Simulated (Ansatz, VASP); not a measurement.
# LiNbO3: VASP beside Ansatz, part 2 of 2

Wanted: the spread between two codes on one cell, functional and k mesh. The structure shown is the end of the VASP relaxation below.

VASP 6.6.1 and Ansatz 0.2.0.

So far: The starting structure; VASP: relaxation, r2SCAN.

### Step 3. Ansatz: single point, r2SCAN

Level of this step: Ansatz beside VASP: Kohn-Sham DFT, plane waves, r2SCAN (Ansatz).

Ansatz runs on its default PAW (the set named soft_2) files.

The same cell, functional, mesh and smearing now go to Ansatz, which takes its cutoff from its data sets.

Contents of input.yaml:

```yaml
crystal:
  lattice:
    - [5.12728822, 0.0, 0.0]
    - [-2.56364411, 4.44036185, 0.0]
    - [0.0, 0.0, 13.87116857]
  atoms:
    - { symbol: Li, position: [0.66666667, 0.33333333, 0.05182846] }
    - { symbol: Li, position: [0.0, 0.0, 0.21849513] }
    - { symbol: Li, position: [0.33333333, 0.66666667, 0.3851618] }
    - { symbol: Li, position: [0.66666667, 0.33333333, 0.55182846] }
    - { symbol: Li, position: [0.0, 0.0, 0.71849513] }
    - { symbol: Li, position: [0.33333333, 0.66666667, 0.8851618] }
    - { symbol: Nb, position: [0.66666667, 0.33333333, 0.3332429] }
    - { symbol: Nb, position: [0.33333333, 0.66666667, 0.16657623] }
    - { symbol: Nb, position: [0.33333333, 0.66666667, 0.66657623] }
    - { symbol: Nb, position: [0.0, 0.0, 0.49990956] }
    - { symbol: Nb, position: [0.0, 0.0, 0.99990956] }
    - { symbol: Nb, position: [0.66666667, 0.33333333, 0.8332429] }
    - { symbol: O, position: [0.01037891, 0.37703534, 0.2699751] }
    - { symbol: O, position: [0.36665643, 0.98962109, 0.2699751] }
    - { symbol: O, position: [0.62296466, 0.63334357, 0.2699751] }
    - { symbol: O, position: [0.28963133, 0.32295443, 0.10330844] }
    - { symbol: O, position: [0.67704557, 0.9666769, 0.10330844] }
    - { symbol: O, position: [0.0333231, 0.71036867, 0.10330844] }
    - { symbol: O, position: [0.67704557, 0.71036867, 0.60330844] }
    - { symbol: O, position: [0.0333231, 0.32295443, 0.60330844] }
    - { symbol: O, position: [0.28963133, 0.9666769, 0.60330844] }
    - { symbol: O, position: [0.95629799, 0.65628776, 0.43664177] }
    - { symbol: O, position: [0.34371224, 0.30001024, 0.43664177] }
    - { symbol: O, position: [0.69998976, 0.04370201, 0.43664177] }
    - { symbol: O, position: [0.34371224, 0.04370201, 0.93664177] }
    - { symbol: O, position: [0.69998976, 0.65628776, 0.93664177] }
    - { symbol: O, position: [0.95629799, 0.30001024, 0.93664177] }
    - { symbol: O, position: [0.62296466, 0.98962109, 0.7699751] }
    - { symbol: O, position: [0.01037891, 0.63334357, 0.7699751] }
    - { symbol: O, position: [0.36665643, 0.37703534, 0.7699751] }
hamiltonian:
  xc: r2scan
  pseudopotentials: { kind: paw }
kpoints:
  mp_grid: { grid: [6, 6, 2] }
scf:
  occupations: { method: gaussian, width: 0.02 }
  n_extra_bands: 11
output:
  forces: true
  stress: true
  eigenvalues: true
```

Command:

```
$ ansatz run input.yaml --threads 8 --pin off --max-ram 18432MiB --backend cpu --events-out ev --progress --plain --runs-dir out
```

Numbers of over 12 decimals in the logs are rounded to 6 here.

The program printed:

```text
scf.n_extra_bands = 11 over 102 filled bands (N_el = 204.0): the run solves 113 bands
Engine: ansatz 0.2.0, aarch64-unknown-linux-gnu
Pseudopotentials: kind: paw
Pseudopotential: Li, paw, valence charge 3, recommended cutoff 500 eV (meta_gga), Li.paw.azcp
Pseudopotential: Nb, paw, valence charge 13, recommended cutoff 500 eV (meta_gga), Nb.paw.azcp
Pseudopotential: O, paw, valence charge 6, recommended cutoff 500 eV (meta_gga), O.paw.azcp
Functional definition: r2SCAN
  parameter k0 = 0.174
  parameter k1 = 0.065
  parameter a1 = 4.9479
  exchange = r2scan_x(k0 = k0, k1 = k1, a1 = a1)
  correlation = r2scan_c
Crystal: 30 atoms, lattice volume = 315.805 Å³
Basis set: ecut = 500 eV, 8007 PW (Γ), exchange–correlation on 160×160×432 points (64 copies of the dense FFT grid, shifted against one another)
Bands: 113, of which v1, the nominal top of the filled ones, is band 102 counted from 1 (101 counted from 0)
Symmetry: 18 space group operations
Space group: R3c (ITA 161), of the structure as read, at distance tolerance 6.8e-5 Å
k-points: 14 of 72 (time reversal used)
Non-local potential: Li, projectors of the file, l = 0: 3, l = 1: 2, l = 2: 1
Non-local potential: Nb, projectors of the file, l = 0: 3, l = 1: 2, l = 2: 2, l = 3: 1
Non-local potential: O, projectors of the file, l = 0: 2, l = 1: 2, l = 2: 1
PAW form: soft (Blöchl's): semilocal exchange-correlation on the pseudo side does not see the compensation charge
PAW frozen core: Nb, regenerated for the run's functional (the file was generated under x = pbe(κ = 0.804, μ = 0.219515), c = pbe(β = 0.066725))
PAW frozen core: O, regenerated for the run's functional (the file was generated under x = pbe(κ = 0.804, μ = 0.219515), c = pbe(β = 0.066725))
PAW one-centre angular grid: Li, 302 points (default); XC on 327 of its mesh's 2665 points in the sphere
PAW one-centre angular grid: Nb, 590 points (default); XC on 160 Gauss nodes
PAW one-centre angular grid: O, 302 points (default); XC on 160 Gauss nodes
Initial density: superposition of atomic densities (neutral atoms: chi_scale 0, normalization atom), corrected by the library's trained network
Initial wavefunctions: pseudopotential atomic-orbital guess
Functional: x = r2scan, c = r2scan; τ floored in thin density (d = 2e-4 eV/Å³)
SCF iter   1: F=—  HF=-38884.061221 eV  |F-HF|=—  |Δ(HF+E_count)|=         —  Δρ=1.68e-2  dr2=1.26e0  dr2_τ=1.77e0  ethr=1.77e-3  ⟨swp⟩=6.1  Hψ=5704  notcnv=0
preconditioner: auto → Resta (q_TF=auto, 2.537 Å⁻¹)  ε∞=6.4  [insulator: Δε(μ)=4.405 eV  Ē_g=10.782 eV  σ=0.020 eV  W_gap=1.00  n_scr=82 (ndim 8)  ℏωp=25.1 eV  f_vac=0.017  D(μ)=0.00/eV (n_scr^D=0)  ε∞_Penn≈6.4]
SCF iter   2: F=—  HF=-38884.179981 eV  |F-HF|=—  |Δ(HF+E_count)|=   1.19e-1  Δρ=7.17e-3  dr2=5.71e-2  dr2_τ=6.66e-2  ethr=6.16e-4  ⟨swp⟩=2.1  Hψ=2757  notcnv=0  defer=60
SCF iter   3: F=—  HF=-38884.177867 eV  |F-HF|=—  |Δ(HF+E_count)|=   2.11e-3  Δρ=3.04e-3  dr2=1.62e-2  dr2_τ=1.69e-3  ethr=2.80e-5  ⟨swp⟩=2.0  Hψ=2606  notcnv=0  defer=60
SCF iter   4: F=—  HF=-38884.176756 eV  |F-HF|=—  |Δ(HF+E_count)|=   1.11e-3  Δρ=4.85e-4  dr2=4.03e-4  dr2_τ=6.70e-5  ethr=7.92e-6  ⟨swp⟩=2.0  Hψ=2372  notcnv=0  defer=60
SCF iter   5: F=—  HF=-38884.176979 eV  |F-HF|=—  |Δ(HF+E_count)|=   2.22e-4  Δρ=1.10e-4  dr2=4.47e-5  dr2_τ=8.92e-6  ethr=1.98e-7  ⟨swp⟩=2.0  Hψ=2783  notcnv=0  defer=60
SCF iter   6: F=—  HF=-38884.177441 eV  |F-HF|=—  |Δ(HF+E_count)|=   4.62e-4  Δρ=1.71e-5  dr2=8.32e-7  dr2_τ=1.91e-7  ethr=2.19e-8  ⟨swp⟩=2.1  Hψ=2347  notcnv=0  defer=60
SCF iter   7: F=—  HF=-38884.177442 eV  |F-HF|=—  |Δ(HF+E_count)|=   4.93e-7  Δρ=5.70e-6  dr2=1.19e-7  dr2_τ=1.33e-8  ethr=4.90e-11  ⟨swp⟩=9.9  Hψ=6394  notcnv=0
SCF iter   8: F=-38884.177442 eV  HF=-38884.177442 eV  |F-HF|=5.82e-11  |Δ(HF+E_count)|=   1.77e-8  Δρ=8.87e-7  dr2=3.13e-9  dr2_τ=5.01e-10  ethr=4.90e-11  ⟨swp⟩=4.0  Hψ=4616  notcnv=0
SCF 1 converged in 8 iterations: F = -38884.177442 eV  dr2 = 3.13e-9
  greatest PAW one-centre occupation: 1.001 electrons in one spin orbital (limit 2), on the Nb atom at site 11 (counted from 0), in its partial waves of l = 0
SCF converged after 8 iterations
Free energy (F): -38884.177442 eV
Harris-Foulkes:  -38884.177442 eV  (|F-HF|=5.82e-11)
Internal energy: -38884.177442 eV  (E = F + TS)
E sigma→0 (E₀):  -38884.177442 eV
Fermi energy:    8.993730 eV
--- Per-component energies (eV) ---
  E_band       = -1732.512718
  E_kinetic    = 5675.574683
  E_local      = -12712.920586  (includes V_loc(G=0)·N_el)
  E_nonlocal   = 1334.543038
  E_hartree    = 4287.289847
  E_xc         = -2412.990622
  E_vxc        = -3427.058685  (∫ρ·V_xc dr)
  E_paw        = -21541.094884  (= ΣΔE_a)
  E_vpaw       = -1395.119302  (= ΣTr[D̂ρ^β])
  E_aug_tail   = 0.017932  (compensation charges beyond the density's cutoff)
  E_vtau       = 217.868287  (kinetic-family band-sum trace: ∫τ·v_τ [+ j·A + Jᵃ·Aᵃ] dr)
  E_ewald      = -13512.867329
  E_core_change = -1.729521  (= ΣΔE_core)
  E_smearing   = -0.000000  (= −TS)
  E_closure    = 0.000000  (closes the sum)
  Σ components = -38884.177442   (vs F -38884.177442, Δ=0.00e0)
--- Forces (eV/Å), atoms counted from 1 ---
  atom   1  Li    -0.00000000     0.00000000    -0.02053670
  atom   2  Li    -0.00000000     0.00000000    -0.02053670
  atom   3  Li    -0.00000000     0.00000000    -0.02053670
  atom   4  Li    -0.00000000     0.00000000    -0.02053670
  atom   5  Li    -0.00000000     0.00000000    -0.02053670
  atom   6  Li    -0.00000000     0.00000000    -0.02053670
  atom   7  Nb     0.00000000     0.00000000    -0.01102523
  atom   8  Nb     0.00000000    -0.00000000    -0.01102523
  atom   9  Nb     0.00000000     0.00000000    -0.01102523
  atom  10  Nb     0.00000000    -0.00000000    -0.01102523
  atom  11  Nb     0.00000000     0.00000000    -0.01102523
  atom  12  Nb     0.00000000    -0.00000000    -0.01102523
  atom  13  O     -0.01109398     0.00470366     0.01052699
  atom  14  O      0.00962048     0.00725584     0.01052699
  atom  15  O      0.00147350    -0.01195950     0.01052699
  atom  16  O     -0.00962048     0.00725584     0.01052699
  atom  17  O     -0.00147350    -0.01195950     0.01052699
  atom  18  O      0.01109398     0.00470366     0.01052699
  atom  19  O     -0.01109398     0.00470366     0.01052699
  atom  20  O      0.00962048     0.00725584     0.01052699
  atom  21  O      0.00147350    -0.01195950     0.01052699
  atom  22  O     -0.00962048     0.00725584     0.01052699
  atom  23  O     -0.00147350    -0.01195950     0.01052699
  atom  24  O      0.01109398     0.00470366     0.01052699
  atom  25  O     -0.01109398     0.00470366     0.01052699
  atom  26  O      0.00962048     0.00725584     0.01052699
  atom  27  O      0.00147350    -0.01195950     0.01052699
  atom  28  O     -0.00962048     0.00725584     0.01052699
  atom  29  O     -0.00147350    -0.01195950     0.01052699
  atom  30  O      0.01109398     0.00470366     0.01052699
  max |Σ_I F_I| component: 1.14e-4 eV/Å
--- Stress (GPa, compression-positive) ---
        0.536375       0.000000       0.000000
        0.000000       0.536375      -0.000000
        0.000000       0.000000       0.414269
  P = ⅓ Tr σ = 0.4957 GPa (4.957 kbar)
--- Band table (eV; the first three rows and the last of 14) ---
  k-point 0: bands = [... 98 lower, 6.8831, 6.8831, 6.9606, 6.9606, 11.0289, 11.0289, 11.4782, 11.7120, ... 7 higher]
  k-point 1: bands = [... 98 lower, 6.9724, 6.9724, 6.9724, 6.9724, 11.2229, 11.2229, 11.2229, 11.2229, ... 7 higher]
  k-point 2: bands = [... 98 lower, 6.8062, 6.8232, 6.8730, 6.8899, 11.0151, 11.1346, 11.4336, 11.4518, ... 7 higher]
  k-point 13: bands = [... 98 lower, 6.7811, 6.7811, 6.7811, 6.7811, 11.1977, 11.1977, 11.1977, 11.1977, ... 7 higher]
```

Elapsed: 27 s, on 8 threads of Arm Neoverse N1, shared host; peak memory 2.4 GiB.

The run ends at a pressure of 0.50 GPa, with forces up to 0.021 eV/Å.

### Step 4. Side by side

Known differences besides the potentials themselves: VASP keeps PBE cores, Ansatz makes them for the functional; the cutoff is 500 eV in Ansatz and 650 eV in VASP (PREC = Accurate, projectors in real space). Total energies have different zeros and are not compared.

Both answers:

```tsv
quantity	Ansatz	VASP	difference
pressure (GPa)	0.50	0.02	+0.47
pressure without Ansatz's Pulay correction (GPa)	0.40	0.02	+0.38
gap on the k mesh (eV)	4.043	4.033	+0.010
```

At this near-relaxed geometry the largest component of a force difference is 25 meV/Å. A gap on the mesh is an upper bound, since the band edges may lie between its points. Ansatz's pressure holds a Pulay correction of 0.09 GPa; VASP's holds none.

### Step 5. Summary of results

```yaml
difference_in_gap_on_the_k_mesh_single_point_r2scan: 0.0095 eV
r_m_s_force_difference_single_point_r2scan: 11 meV/Å
```

What this shows: The r.m.s. force difference is 11 meV/Å (single point, r2SCAN), within the 12 meV/Å picked in this series as the mark of a large difference. Such differences can come from data sets, numerical settings and the points named under the comparisons, not from the functional's error against experiment.

[Lines on the potential files, build, host, timing and source positions are cut from VASP's logs without a mark.]

[Logs are printed without paths, hosts, clocks, repeated set-up lines and the standing remarks that a program may print on its own settings, such as how far it seeks lower states.]

[Hosts, paths, dates, database ids (printed as entryN), source tags and the programs' standing remarks are cut or masked in the printed files.]
